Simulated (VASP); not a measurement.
# TiRuN2 (R-3m) in VASP: further runs

The runs below take TiRuN2 through relaxation of cell and atoms, with PBE.

Everything below comes from runs of VASP 6.6.1. Logs are shortened: lines on timing, memory, paths and dates and some standing lists are left out, and cuts for length are marked.

## 1. The crystal as given

Symmetry: R-3m, No. 166, trigonal system. The conventional cell has a = 3.170 Å, b = 3.170 Å, c = 13.290 Å, α = 90.00°, β = 90.00°, γ = 120.00°. Ti (site symmetry -3m) has 6 N at 2.14 Å as nearest neighbours. Ru (site symmetry -3m) is surrounded by 6 N at 2.14 Å. N (site symmetry 3m) has 3 Ru at 2.14 Å and 3 Ti at 2.14 Å as nearest neighbours.

The cell was built by a generator and needn't be a form met in nature.

## 2. Relaxation of cell and atoms, PBE

Input file INCAR:

```
PREC = Accurate
ENCUT = 520
EDIFF = 1E-6
ISMEAR = 0
SIGMA = 0.1
LREAL = False
LASPH = True
NELM = 120
ALGO = Normal
ISIF = 3
LWAVE = False
LCHARG = False
GGA = PE
IBRION = 2
NSW = 90
EDIFFG = -0.01
KPAR = 4
```

Input file KPOINTS:

```
regular mesh
0
Gamma
  12 12 12
```

Input file POSCAR:

```
TiRuN2
1.0
    1.5849349300      0.9150626100      4.4300000000
   -1.5849349300      0.9150626100      4.4300000000
    0.0000000000     -1.8301252200      4.4300000000
Ti Ru N
1 1 2
Direct
    0.0000000000      0.0000000000      0.0000000000
    0.5000000000      0.5000000000      0.5000000000
    0.2497366400      0.2497366400      0.2497366400
    0.7502633600      0.7502633600      0.7502633600
```

Potentials or basis: VASP PAW PBE potentials, release 64 (Ti_sv, Ru_pv, N).

Run with:

```bash
cat potpaw_PBE.64/Ti_sv/POTCAR potpaw_PBE.64/Ru_pv/POTCAR potpaw_PBE.64/N/POTCAR > POTCAR
mpirun -np 4 vasp_std > vasp.out
```

OUTCAR:

```text
PREC = Accurate
   ENCUT = 520
   EDIFF = 1E-6
   ISMEAR = 0
   LREAL = False
   LASPH = True
   NELM = 120
   ISIF = 3
   GGA = PE
   IBRION = 2
   NSW = 90
   EDIFFG = -0.01

 ion  position               nearest neighbor table
   1  0.000  0.000  0.000-   4 2.14   4 2.14   3 2.14   3 2.14   4 2.14   3 2.14   2 2.87   2 2.87
                             2 2.87   2 2.87   2 2.87   2 2.87
   2  0.500  0.500  0.500-   3 2.14   3 2.14   4 2.14   4 2.14   3 2.14   4 2.14   1 2.87   1 2.87
                             1 2.87   1 2.87   1 2.87   1 2.87
   3  0.250  0.250  0.250-   2 2.14   2 2.14   2 2.14   1 2.14   1 2.14   1 2.14
   4  0.750  0.750  0.750-   2 2.14   2 2.14   2 2.14   1 2.14   1 2.14   1 2.14

  LATTYP: Found a trigonal (rhomboedric) cell.
 ALAT       =     4.7931470155
 COS(alpha) =     0.7813188392

  Lattice vectors:

 A1 = (   1.5849349300,   0.9150626100,   4.4300000000)
 A2 = (  -1.5849349300,   0.9150626100,   4.4300000000)
 A3 = (   0.0000000000,  -1.8301252200,   4.4300000000)

Analysis of symmetry for initial positions (statically):
=====================================================================
 Subroutine PRICEL returns:
 Original cell was already a primitive cell.

 Routine SETGRP: Setting up the symmetry group for a
 trigonal (rhombohedral) supercell.

 Subroutine GETGRP returns: Found 12 space group operations
 (whereof 12 operations were pure point group operations)
 out of a pool of 12 trial point group operations.

The static configuration has the point symmetry D_3d.

Analysis of symmetry for dynamics (positions and initial velocities):
=====================================================================
 Subroutine PRICEL returns:
 Original cell was already a primitive cell.

 Routine SETGRP: Setting up the symmetry group for a
 trigonal (rhombohedral) supercell.

 Subroutine GETGRP returns: Found 12 space group operations
 (whereof 12 operations were pure point group operations)
 out of a pool of 12 trial point group operations.

The dynamic configuration has the point symmetry D_3d.

 Subroutine INISYM returns: Found 12 space group operations
 (whereof 12 operations are pure point group operations),
 and found     1 'primitive' translations

----------------------------------------------------------------------------------------

                                     Primitive cell

  volume of cell :      38.5494

  direct lattice vectors                    reciprocal lattice vectors
[... 102 lines left out ...]
   NELECT =      36.0000    total number of electrons
   NUPDOWN=      -1.0000    fix difference up-down
   EMIN   =  10.00;   EMAX   =-10.00  energy-range for DOS
   EFERMI =   0.00;   METHOD = LEGACY
   ISMEAR =     0;   SIGMA  =   0.10  broadening in eV -4-tet -1-fermi 0-gaus
   EFERMI_NEDOS =   21; number of points for ismear=-14 and -15
   IALGO  =     38    algorithm
   IMIX   =      4    mixing-type and parameters
     AMIX     =   0.40;   BMIX     =  1.00
     AMIX_MAG =   1.60;   BMIX_MAG =  1.00
  volume/ion in A,a.u.               =       9.64        65.04
  Fermi-wavevector in a.u.,A,eV,Ry     =   1.600184  3.023909 34.838926  2.560589
  Thomas-Fermi vector in A             =   2.697360
   LORBIT       =      0    0 simple, 1 ext, 2 COOP (PROOUT), +10 PAW based schemes
   GGA     = PE    functional components
   LHFCALC =     F    Hartree Fock is set to
   AEXX    =    0.0000 exact exchange contribution
   IVDW    =     0    specifies the selected vdW correction
   LEPSILON=     F    determine dielectric tensor
   LRPA    =     F    only Hartree local field effects (RPA)
 conjugate gradient relaxation of ions
 non-spin polarized calculation
 Gauss-broadening in eV      SIGMA  =   0.10
  energy-cutoff  :      520.00
  volume of cell :       38.55
 maximum number of plane-waves:      1056
   NGX = 17   NGY = 17   NGZ = 17

--------------------------------------- Ionic step        1  -------------------------------------------

 number of electron      35.9999997 magnetization

 Free energy of the ion-electron system (eV)
  ---------------------------------------------------
  ext. energy  EPLUGINS =         0.00000000
  ---------------------------------------------------
  free energy    TOTEN  =       -35.91751422 eV

  energy without entropy =      -35.91442054  energy(sigma->0) =      -35.91596738

------------------------ aborting loop because EDIFF is reached ----------------------------------------

  FORCE on cell =-STRESS in cart. coord.  units (eV):
  Direction    XX          YY          ZZ          XY          YZ          ZX
  --------------------------------------------------------------------------------------
  -------------------------------------------------------------------------------------
  Total        0.0635225      0.0635225     -0.0798468     -0.0000000     -0.0000000      0.0000000
  in kB        2.6401030      2.6401030     -3.3185703     -0.0000000     -0.0000000      0.0000000
  external PRESSURE =       0.6538786 kB  Pullay stress =       0.0000000 kB
[... 139 lines left out ...]
--------------------------------------- Ionic step        5  -------------------------------------------

 number of electron      35.9999998 magnetization

 Free energy of the ion-electron system (eV)
  ---------------------------------------------------
  ext. energy  EPLUGINS =         0.00000000
  ---------------------------------------------------
  free energy    TOTEN  =       -35.91771317 eV

  energy without entropy =      -35.91466270  energy(sigma->0) =      -35.91618794

 E-fermi :  11.6589     XC(G=0): -13.4500

 val. band max:       11.6477961724   @ k =   0.4167   0.1667   0.1667
 cond. band min:      11.6596633871   @ k =   0.3333   0.0000   0.0000
 fundamental gap:      0.0118672147
 Fermi energy:        11.6588743128

 k-point     1 :       0.0000    0.0000    0.0000
  band No.  band energies     occupation
      1     -46.4352      2.00000
      2     -31.5385      2.00000
      3     -31.4013      2.00000
      4     -31.4013      2.00000
      5     -22.7823      2.00000
      6     -22.5332      2.00000
[... 589 lines left out ...]
     21      13.1810      0.00000
     22      13.7179      0.00000

 [... further k-points ...]

------------------------ aborting loop because EDIFF is reached ----------------------------------------

  FORCE on cell =-STRESS in cart. coord.  units (eV):
  Direction    XX          YY          ZZ          XY          YZ          ZX
  --------------------------------------------------------------------------------------
  -------------------------------------------------------------------------------------
  Total        0.0043394      0.0043394      0.0290358      0.0000000      0.0000000      0.0000000
  in kB        0.1803399      0.1803399      1.2066923      0.0000000      0.0000000      0.0000000
  external PRESSURE =       0.5224574 kB  Pullay stress =       0.0000000 kB
[... 19 lines left out ...]
  FREE ENERGIE OF THE ION-ELECTRON SYSTEM (eV)
  ---------------------------------------------------
  free  energy   TOTEN  =       -35.9177131740 eV

  energy  without entropy=      -35.9146627031  energy(sigma->0) =      -35.91618794

 reached required accuracy - stopping structural energy minimisation
```

OSZICAR:

```text
N       E                     dE             d eps       ncg     rms          rms(c)
DAV:   1     0.415036705605E+03    0.41504E+03   -0.20081E+04  8324   0.193E+03
[... 42 lines left out ...]
       N       E                     dE             d eps       ncg     rms          rms(c)
DAV:   1    -0.359181642995E+02   -0.49572E-03   -0.15481E-02  8364   0.139E+00    0.184E-01
DAV:   2    -0.359179359324E+02    0.22837E-03   -0.41649E-03  9974   0.541E-01    0.124E-01
DAV:   3    -0.359178032307E+02    0.13270E-03   -0.25992E-03 12602   0.338E-01    0.777E-02
DAV:   4    -0.359177220922E+02    0.81139E-04   -0.73324E-04 11018   0.164E-01    0.305E-02
DAV:   5    -0.359177126655E+02    0.94267E-05   -0.74682E-05 11958   0.758E-02    0.114E-02
DAV:   6    -0.359177131740E+02   -0.50850E-06   -0.88444E-06 11774   0.221E-02
   5 F= -.35917713E+02 E0= -.35916188E+02  d E =-.254186E-04
```

CONTCAR:

```text
TiRuN2
   1.00000000000000
     1.5864556493282227    0.9159405977178738    4.4218249665111697
    -1.5864556493282227    0.9159405977178738    4.4218249665111697
     0.0000000000000000   -1.8318811954357477    4.4218249665111697
  Ti              Ru              N
     1     1     2
Direct
     0.0000000000000000    0.0000000000000000    0.0000000000000000
     0.5000000000000000    0.5000000000000000    0.5000000000000000
     0.2495392856130275    0.2495392856130275    0.2495392856130275
     0.7504607143869725    0.7504607143869725    0.7504607143869725

  0.00000000E+00  0.00000000E+00  0.00000000E+00
  0.00000000E+00  0.00000000E+00  0.00000000E+00
  0.00000000E+00  0.00000000E+00  0.00000000E+00
  0.00000000E+00  0.00000000E+00  0.00000000E+00
```

Wall time 2.8 min (4 MPI ranks of Intel Xeon 6975P-C (Granite Rapids), shared host); peak memory 0.33 GiB.

What came out:

```
Free energy               : -35.9177 eV
Energy gained by relaxing : 0.0 meV/atom
Ionic steps               : 5
Pressure after relaxing   : 0.1 GPa
Band gap on the k mesh    : none (metal or under the smearing width)
```

Step by step:
```
step  energy change (eV)  largest force (eV/Å)  pressure (GPa)  volume (Å³)
   1              0.0000                0.0312            0.07        38.55
   2             -0.0002                0.0141           -0.09        38.57
   3             -0.0002                0.0069           -0.22        38.58
   4             -0.0002                0.0098            0.26        38.51
   5             -0.0002                0.0001            0.05        38.55
```

Final structure:
```yaml
crystal:
  lattice:
    - [1.58646, 0.91594, 4.42182]
    - [-1.58646, 0.91594, 4.42182]
    - [0.00000, -1.83188, 4.42182]
  atoms:
    - { symbol: Ti, position: [0.00000, 0.00000, 0.00000] }
    - { symbol: Ru, position: [0.50000, 0.50000, 0.50000] }
    - { symbol: N, position: [0.24954, 0.24954, 0.24954] }
    - { symbol: N, position: [0.75046, 0.75046, 0.75046] }
```

Levels at points of the mesh, in eV from the Fermi level:
```tsv
k point	band 14	band 15	band 16	band 17	band 18	band 19	band 20	band 21	band 22
(0.00, 0.00, 0.00)	-2.81	-2.27	-2.27	-1.39	-1.02	-0.37	-0.37	1.40	1.40
(0.50, 0.00, 0.00)	-5.10	-4.86	-1.39	-0.72	-0.25	0.19	1.34	1.44	2.74
(0.50, 0.50, 0.00)	-4.18	-3.77	-2.54	-0.94	-0.49	0.52	1.46	1.88	2.20
(0.50, 0.50, 0.50)	-4.81	-4.81	-2.03	-2.03	-0.95	0.12	0.12	0.32	3.09
```

## 3. Relaxation of cell and atoms, PBE

Edit INCAR of step 2 so:

```diff
@@ -2,3 +2,3 @@
 ENCUT = 520
-EDIFF = 1E-6
+EDIFF = 1E-7
 ISMEAR = 0
@@ -14,4 +14,5 @@
 IBRION = 2
-NSW = 90
-EDIFFG = -0.01
+NSW = 60
+EDIFFG = -0.005
+POTIM = 0.3
 KPAR = 4
```

KPOINTS is that of step 2.

Input file POSCAR:

```
TiRuN2                                  
1.0
    1.5864556493      0.9159405977      4.4218249665
   -1.5864556493      0.9159405977      4.4218249665
    0.0000000000     -1.8318811954      4.4218249665
  Ti              Ru              N             
     1     1     2
Direct
     0.0000000000000000    0.0000000000000000    0.0000000000000000
     0.5000000000000000    0.5000000000000000    0.5000000000000000
     0.2495392856130275    0.2495392856130275    0.2495392856130275
     0.7504607143869725    0.7504607143869725    0.7504607143869725
```

Potentials or basis: VASP PAW PBE potentials, release 64 (Ti_sv, Ru_pv, N).

Run with:

```bash
cat potpaw_PBE.64/Ti_sv/POTCAR potpaw_PBE.64/Ru_pv/POTCAR potpaw_PBE.64/N/POTCAR > POTCAR
mpirun -np 4 vasp_std > vasp.out
```

It took 55 s on 4 MPI ranks of Intel Xeon 6975P-C (Granite Rapids), shared host; peak memory 0.32 GiB.

Results (log left out):

```yaml
Free_energy: -35.9177 eV
Pressure_after_relaxing: 0.0 GPa
Band_gap_on_the_k_mesh: none (metal or under the smearing width)
```

Final structure:
```
CELL_PARAMETERS angstrom
1.58646 0.91594 4.42182
-1.58646 0.91594 4.42182
0.00000 -1.83188 4.42182
ATOMIC_POSITIONS crystal
Ti 0.00000 0.00000 0.00000
Ru 0.50000 0.50000 0.50000
N 0.24954 0.24954 0.24954
N 0.75046 0.75046 0.75046
```

Levels at points of the mesh, in eV from the Fermi level:
```tsv
k point	band 14	band 15	band 16	band 17	band 18	band 19	band 20	band 21	band 22
(0.00, 0.00, 0.00)	-2.81	-2.27	-2.27	-1.39	-1.02	-0.37	-0.37	1.40	1.40
(0.50, 0.00, 0.00)	-5.10	-4.86	-1.39	-0.72	-0.25	0.19	1.34	1.44	2.74
(0.50, 0.50, 0.00)	-4.18	-3.77	-2.54	-0.94	-0.49	0.52	1.46	1.88	2.20
(0.50, 0.50, 0.50)	-4.81	-4.81	-2.03	-2.03	-0.95	0.12	0.12	0.32	3.09
```

Caveat: the relaxation stopped at its first step, so nothing moved.
